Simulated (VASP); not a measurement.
Wanted: the native input for a VASP 6.6.1 run.

- Task: single point
- Functional: PBE
- Potentials or basis: VASP PAW PBE potentials, release 64 (Cs_sv, Li_sv, Cr_pv, Te, S)
- Cutoff: 520 eV
- k mesh: 5 × 5 × 4
- Occupations: fermi-dirac, width 0.05 eV
- Spin: collinear spin, ferromagnetic start
- Starting moments: [0.0, 0.0, 3.0, 3.0, 0.0, 0.0, 0.0, 0.0, 0.0] μB
- Further INCAR settings: ALGO = Normal; EDIFF = 1e-07; NBANDS = 47

The structure of CsLiCr2Te2S3 lies in POSCAR:

```
CsLiCr2Te2S3
1.0
    3.4216200000     -5.1806900000      0.0078400000
    3.4216200000      5.1806900000      0.0078400000
   -2.9041100000      0.0000000000      7.4309300000
Cs Li Cr Te S
1 1 2 2 3
Direct
    0.0853380000      0.0862210000      0.0051640000
    0.5839220000      0.5858820000      0.5585590000
    0.0636530000      0.4723630000      0.5622920000
    0.4696150000      0.0589730000      0.5565960000
    0.5627070000      0.8667330000      0.2845050000
    0.8733070000      0.5635280000      0.2953300000
    0.8115810000      0.3888590000      0.7298580000
    0.3964890000      0.8169270000      0.7336650000
    0.2064220000      0.2110570000      0.4826190000
```

The cell was built by a generator and needn't be a form met in nature.

The cell isn't the ideal one: atoms moved at random, drawn with an rms of 0.05 Å.

The input as run:

INCAR

```
  ALGO = Normal
  EDIFF = 1E-7
  ENCUT = 520
  GGA = PE
  ISIF = 2
  ISMEAR = -1
  ISPIN = 2
  KPAR = 4
  LASPH = True
  LCHARG = True
  LMAXMIX = 4
  LORBIT = 11
  LREAL = False
  LVHAR = True
  LWAVE = False
  MAGMOM = 0 0 3 3 0 0 0 0 0
  NBANDS = 47
  NELM = 100
  PREC = Accurate
  SIGMA = 0.05
```

KPOINTS

```
k-points
0
Gamma
  5 5 4
```

Potentials or basis: VASP PAW PBE potentials, release 64 (Cs_sv, Li_sv, Cr_pv, Te, S).

Run with:

```sh
$ cat potpaw_PBE.64/Cs_sv/POTCAR potpaw_PBE.64/Li_sv/POTCAR potpaw_PBE.64/Cr_pv/POTCAR potpaw_PBE.64/Te/POTCAR potpaw_PBE.64/S/POTCAR > POTCAR
$ mpirun -np 4 vasp_std > vasp.out
```

Results of the run:

| Quantity | Value |
| --- | --- |
| Largest force | 0.565 eV/Å |
| Band gap on the k mesh | none (metal or under the smearing width) |
| Net moment | 4.02 μB per cell |
| Site moments | Cs -0.00; Li +0.00; Cr +2.19, +2.33; Te -0.19, -0.18; S -0.08 μB |
| Valence electrons inside the program's atomic spheres | Cs 6.56; Li 2.06; Cr 10.83, 10.79; Te 3.37, 3.38; S 3.74, 3.75 |

Caveat: only a ferromagnetic start was run, and an antiferromagnetic order may lie lower in energy.

Wall time 5.3 min on 4 MPI ranks on Intel(R) Xeon(R) 6975P-C (Granite Rapids) (shared host), peak memory 1.1 GiB a rank.
